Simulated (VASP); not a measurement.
```yaml
crystal:
  lattice:
    - [2.29225, -3.97029, 0.00000]
    - [2.29225, 3.97029, 0.00000]
    - [0.00000, 0.00000, 7.49175]
  atoms:
    - { symbol: Ag, position: [0.66667, 0.33333, 0.50007] }
    - { symbol: Ag, position: [0.33333, 0.66667, 0.00007] }
    - { symbol: I, position: [0.66667, 0.33333, 0.87493] }
    - { symbol: I, position: [0.33333, 0.66667, 0.37493] }
```

Method: vdW-DF-cx, VASP's PBE PAW potentials (set 64) (plane waves; VASP). Numerical set-up: 520 eV cut-off, 6×6×4 Γ-centred mesh, tetrahedra with Blöchl corrections, potentials Ag I.

Unless said otherwise, spin-orbit coupling is left out, though it shifts the bands of the heavy elements here.

Task: What does the run give for the energy per atom (σ→0), band gap (on the k-mesh) with the smallest direct gap where there is one?

Result: 
```json
{
  "band gap (on the k-mesh)": "1.28 eV",
  "smallest direct gap (on the k-mesh)": "1.28 eV",
  "energy per atom (σ→0)": "0.117 eV/atom"
}
```

Total energies compare only between runs with the same potentials, cut-off and functional.

The compound is AgI in the wurtzite structure. It was relaxed first.
